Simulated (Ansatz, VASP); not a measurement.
# SiPbS3 in two plane-wave programs

Aim: how closely do two programs agree when they are given the same cell, functional and k mesh? The cell is generated by rule, not measured, and may not be a known phase. The cell is taken from a series of runs on this material, whose earlier steps may have relaxed, scaled, displaced or heated it; both programs get it as it stands.

Calculated with Ansatz 0.2.0; plane waves, with VASP 6.6.1 beside it; PBEsol.

The structure was built from a prototype and need not be the compound's stable phase.

## (1) The structure

Symmetry: Pm-3m, No. 221, cubic system. The conventional cell has a = 4.580 Å, b = 4.580 Å, c = 4.580 Å, α = 90.00°, β = 90.00°, γ = 90.00°. Pb has 12 S at 3.24 Å nearest. Si has 6 S at 2.29 Å nearest. S has 2 Si at 2.29 Å and 4 Pb at 3.24 Å nearest. Farther neighbours and most contacts between anions are not listed.

Coordinates:

```cif
data_structure
_symmetry_space_group_name_H-M 'P 1'
_symmetry_Int_Tables_number 1
_cell_length_a 4.5798
_cell_length_b 4.5798
_cell_length_c 4.5798
_cell_angle_alpha 90.000
_cell_angle_beta 90.000
_cell_angle_gamma 90.000
_cell_volume 96.06
loop_
_atom_site_label
_atom_site_type_symbol
_atom_site_fract_x
_atom_site_fract_y
_atom_site_fract_z
_atom_site_occupancy
Pb1 Pb 0.00000 0.00000 0.00000 1
Si2 Si 0.50000 0.50000 0.50000 1
S3 S 0.50000 0.50000 0.00000 1
S4 S 0.50000 0.00000 0.50000 1
S5 S 0.00000 0.50000 0.50000 1
```

## (2) Ansatz: zone-centre phonons, PBEsol

Ansatz runs on its PAW soft_1 files.

Second derivatives magnify differences that forces hide, and they need a tight electronic threshold.

The input, input.yaml:

```yaml
crystal:
  lattice:
    - [4.5798392005, 0.0, 0.0]
    - [0.0, 4.5798392005, 0.0]
    - [0.0, 0.0, 4.5798392005]
  atoms:
    - { symbol: Pb, position: [0.0, 0.0, 0.0] }
    - { symbol: Si, position: [0.5, 0.5, 0.5] }
    - { symbol: S, position: [0.5, 0.5, 0.0] }
    - { symbol: S, position: [0.5, 0.0, 0.5] }
    - { symbol: S, position: [0.0, 0.5, 0.5] }
kpoints:
  mp_grid: { grid: [8, 8, 8] }
hamiltonian:
  xc: pbesol
  pseudopotentials: { kind: paw, azcp: { folder: soft_1 }, xc_functional: pbe }
scf:
  occupations: { method: methfessel_paxton, width: 0.2 }
output:
  eigenvalues: true
phonons:
  method: dfpt
```

Launch:

```
$ ansatz run input.yaml --threads 8 --pin off --max-ram 16384MiB --backend cpu --events-out ev --progress --plain --runs-dir out
```

Numbers of over 12 decimals in the logs are rounded to 6 here.

What it wrote:

```text
zone centre: on kpoints.mp_grid the ground state, and the responses unless they are solved on pairs of k-points, stand on 125 of the mesh's 512 k-points, reduced under 8 symmetry operations, with k and −k counted as one. Each operation leaves every solved displacement unchanged or reverses it
Engine: ansatz 0.2.0, aarch64-unknown-linux-gnu
Pseudopotentials: kind: paw
Pseudopotential: Pb, paw, valence charge 14, recommended cutoff 420 eV (normal), soft_1/Pb.paw.azcp
Pseudopotential: Si, paw, valence charge 4, recommended cutoff 420 eV (normal), soft_1/Si.paw.azcp
Pseudopotential: S, paw, valence charge 6, recommended cutoff 420 eV (normal), soft_1/S.paw.azcp
Functional definition: PBEsol
  exchange = pbesol_x
  correlation = pbesol_c
Crystal: 5 atoms, lattice volume = 96.062 Å³
Basis set: ecut = 420 eV, 1863 PW (Γ), exchange–correlation on 64×64×64 points (8 copies of the dense FFT grid, shifted against one another)
Bands: 23, of which v1, the nominal top of the filled ones, is band 18 counted from 1 (17 counted from 0)
Symmetry: 48 space group operations
k-points: 125 of 512 (irreducible under 8 space group operations)
Non-local potential: Pb, projectors of the file, l = 0: 2, l = 1: 2, l = 2: 2, l = 3: 1
Non-local potential: Si, projectors of the file, l = 0: 2, l = 1: 2, l = 2: 1
Non-local potential: S, projectors of the file, l = 0: 2, l = 1: 2, l = 2: 1
PAW form: soft (Blöchl's): semilocal exchange-correlation on the pseudo side does not see the compensation charge
PAW frozen core: Pb, regenerated for the run's functional, and the local potential with it (the file was generated under x = pbe(κ = 0.804, μ = 0.219515), c = pbe(β = 0.066725))
PAW frozen core: Si, regenerated for the run's functional, and the local potential with it (the file was generated under x = pbe(κ = 0.804, μ = 0.219515), c = pbe(β = 0.066725))
PAW frozen core: S, regenerated for the run's functional, and the local potential with it (the file was generated under x = pbe(κ = 0.804, μ = 0.219515), c = pbe(β = 0.066725))
PAW one-centre angular grid: Pb, 590 points (default); XC on 64 Gauss nodes
PAW one-centre angular grid: Si, 110 points (default); XC on 64 Gauss nodes
PAW one-centre angular grid: S, 110 points (default); XC on 64 Gauss nodes
Initial density: superposition of atomic densities (chi_scale 0.1, normalization cell, long waves kept (reshape's long-wave potential 0.00 eV rms))
Initial wavefunctions: pseudopotential atomic-orbital guess
Functional: x = pbesol(κ = 0.804, μ = 0.123457), c = pbesol(β = 0.046)
SCF iter   1: F=—  HF=-15035.174644 eV  |F-HF|=—  |Δ(HF+E_count)|=         —  Δρ=3.20e-2  dr2=1.83e0  ethr=3.10e-3  ⟨swp⟩=7.6  Hψ=16724  notcnv=0
preconditioner: auto → Resta (q_TF=auto, 2.317 Å⁻¹)  ε∞=4.6  [insulator: Δε(μ)=0.174 eV  Ē_g=11.903 eV  σ=0.200 eV  W_gap=0.61  n_scr=18 (ndim 8)  ℏωp=22.7 eV  f_vac=0.000  D(μ)=1.21/eV (n_scr^D=6)  ε∞_Penn≈4.6]
SCF iter   2: F=—  HF=-15034.685187 eV  |F-HF|=—  |Δ(HF+E_count)|=   4.89e-1  S|Δr|=    0.00e0  Δρ=1.46e-2  dr2=3.44e-1  ethr=3.10e-3  ⟨swp⟩=3.6  Hψ=5825  notcnv=0  defer=38
preconditioner: auto → Kerker (q_TF=auto, 2.317 Å⁻¹)  [metal: Δε(μ)=0.070 eV  Ē_g=11.906 eV  σ=0.200 eV  W_gap=0.29  n_scr=18 (ndim 8)  ℏωp=22.7 eV  f_vac=0.000  D(μ)=2.61/eV (n_scr^D=18)]
SCF iter   3: F=—  HF=-15034.591323 eV  |F-HF|=—  |Δ(HF+E_count)|=   9.39e-2  S|Δr|=    0.00e0  Δρ=4.64e-3  dr2=3.12e-2  ethr=9.56e-4  ⟨swp⟩=2.4  Hψ=4191  notcnv=0  defer=38
SCF iter   4: F=—  HF=-15034.582995 eV  |F-HF|=—  |Δ(HF+E_count)|=   8.33e-3  S|Δr|=    0.00e0  Δρ=8.14e-4  dr2=1.24e-3  ethr=8.67e-5  ⟨swp⟩=2.2  Hψ=5033  notcnv=0  defer=38
SCF iter   5: F=—  HF=-15034.582686 eV  |F-HF|=—  |Δ(HF+E_count)|=   3.09e-4  S|Δr|=    0.00e0  Δρ=2.91e-4  dr2=9.28e-5  ethr=3.46e-6  ⟨swp⟩=2.1  Hψ=4220  notcnv=0  defer=38
SCF iter   6: F=—  HF=-15034.582677 eV  |F-HF|=—  |Δ(HF+E_count)|=   8.69e-6  S|Δr|=    0.00e0  Δρ=4.37e-5  dr2=2.05e-6  ethr=2.58e-7  ⟨swp⟩=2.1  Hψ=4283  notcnv=0  defer=38
SCF iter   7: F=—  HF=-15034.582678 eV  |F-HF|=—  |Δ(HF+E_count)|=   9.39e-7  S|Δr|=    0.00e0  Δρ=8.75e-6  dr2=7.95e-8  ethr=5.69e-9  ⟨swp⟩=2.6  Hψ=5305  notcnv=0  defer=38
SCF iter   8: F=—  HF=-15034.582678 eV  |F-HF|=—  |Δ(HF+E_count)|=   1.15e-8  S|Δr|=    0.00e0  Δρ=2.61e-6  dr2=1.16e-8  ethr=2.21e-10  ⟨swp⟩=2.2  Hψ=4943  notcnv=0  defer=38
SCF iter   9: F=—  HF=-15034.582678 eV  |F-HF|=—  |Δ(HF+E_count)|=   2.38e-9  S|Δr|=    0.00e0  Δρ=5.69e-7  dr2=4.54e-10  ethr=3.23e-11  ⟨swp⟩=2.2  Hψ=3965  notcnv=0  defer=38
SCF iter  10: F=—  HF=-15034.582678 eV  |F-HF|=—  |Δ(HF+E_count)|=  1.46e-11  S|Δr|=    0.00e0  Δρ=1.23e-7  dr2=2.39e-11  ethr=1.26e-12  ⟨swp⟩=2.5  Hψ=5013  notcnv=0  defer=38
SCF iter  11: F=-15034.582678 eV  HF=-15034.582678 eV  |F-HF|=5.46e-12  |Δ(HF+E_count)|=    0.00e0  S|Δr|=    0.00e0  Δρ=3.47e-8  dr2=9.22e-13  ethr=1.00e-12  ⟨swp⟩=10.2  Hψ=17052  notcnv=0
SCF 1 converged in 11 iterations: F = -15034.582678 eV  dr2 = 9.22e-13
  greatest PAW one-centre occupation: 0.981 electrons in one spin orbital (limit 2), on the Pb atom at site 0 (counted from 0), in its partial waves of l = 2
DFPT response loops at Γ: preconditioner auto → Kerker (q_TF=auto, 2.317 Å⁻¹) (partly filled bands, converged f_vac=0.000); β = 1.00, the filter's whole step (`scf.mixing.beta` (0.50) is not read by the response loops under this deck's `scf.mixing.preconditioner`; to damp them name `kerker` or `kerker_dos`, under which they read `scf.mixing.beta`, and type it under 1.00, their step now; both keys bind the ground state too); Broyden in place of MSR1
SCF converged after 11 iterations
Stability not checked: this state was not tested for a lower state beside it, because cold or Methfessel-Paxton smearing, or corrected tetrahedra, fill the levels in a way that the test cannot read (fill_not_monotonic; see scf.lower_state_search)
Free energy (F): -15034.582678 eV
Harris-Foulkes:  -15034.582678 eV  (|F-HF|=5.46e-12)
Internal energy: -15034.574214 eV  (E = F + TS)
E sigma→0 (E₀):  -15034.580562 eV
Entropy (-TS):   -0.008464 eV (-1.693 meV/atom)
Fermi energy:    9.036176 eV
--- Per-component energies (eV) ---
  E_band       = -3.440743
  E_kinetic    = 653.189460
  E_local      = -1303.970791  (includes V_loc(G=0)·N_el)
  E_nonlocal   = 432.650115
  E_hartree    = 474.153226
  E_xc         = -526.411125
  E_vxc        = -436.561777  (∫ρ·V_xc dr)
  E_paw        = -12514.862768  (= ΣΔE_a)
  E_vpaw       = -297.054238  (= ΣTr[D̂ρ^β])
  E_aug_tail   = 0.000027  (compensation charges beyond the density's cutoff)
  E_ewald      = -2249.601937
  E_core_change = 0.279579  (= ΣΔE_core)
  E_smearing   = -0.008464  (= −TS)
  E_closure    = 0.000000  (closes the sum)
  Σ components = -15034.582678   (vs F -15034.582678, Δ=0.00e0)
--- Band table (eV; the first three rows and the last of 125) ---
  k-point 0: bands = [... 14 lower, 7.2973, 7.2973, 7.5903, 7.5903, 7.5903, 13.1401, 13.1401, 13.1401, ... 1 higher]
  k-point 1: bands = [... 14 lower, 7.1205, 7.4850, 7.5544, 7.5544, 8.0360, 12.9177, 13.1861, 13.2384, ... 1 higher]
  k-point 2: bands = [... 14 lower, 6.5811, 7.2525, 7.6578, 7.6578, 9.1172, 11.6818, 12.8257, 12.8257, ... 1 higher]
  k-point 124: bands = [... 14 lower, 6.9611, 9.3002, 9.3002, 9.3002, 11.1718, 11.1718, 11.1718, 13.8064, ... 1 higher]
--- Phonons (Γ-DFPT): 4 representative perturbations + reference, on 125 of 512 k-points (Σ response iterations 12) ---
  k mesh reduced under 8 symmetry operations, with k and −k counted as one. Each operation leaves every solved displacement unchanged or reverses it
  ASR residual: 4.344e-5 → 0.000e0 eV/Å²; symmetrization residual: 9.247e-6 eV/Å²
  ASR residual per site (eV/Å²): 1.46e-6 4.34e-5 6.12e-6 6.12e-6 6.12e-6
  Γ frequencies (cm⁻¹): -152.05 -152.05 -152.05 -104.67 -104.67 -104.67 -37.65 -37.65 -37.65 0.00 0.00 0.00 310.09 310.09 310.09
  non-analytic LO–TO correction: not included (Born effective charges unavailable; polar crystals: no LO–TO splitting at Γ)
```

[end of part 1 of 3]

[Lines on the potential files, build, host, timing and source positions are cut from VASP's logs without a mark.]

[Logs are printed without paths, hosts, clocks, repeated set-up lines and the standing remarks that a program may print on its own settings, such as how far it seeks lower states.]

[Hosts, paths, dates, database ids (printed as entryN), source tags and the programs' standing remarks are cut or masked in the printed files.]
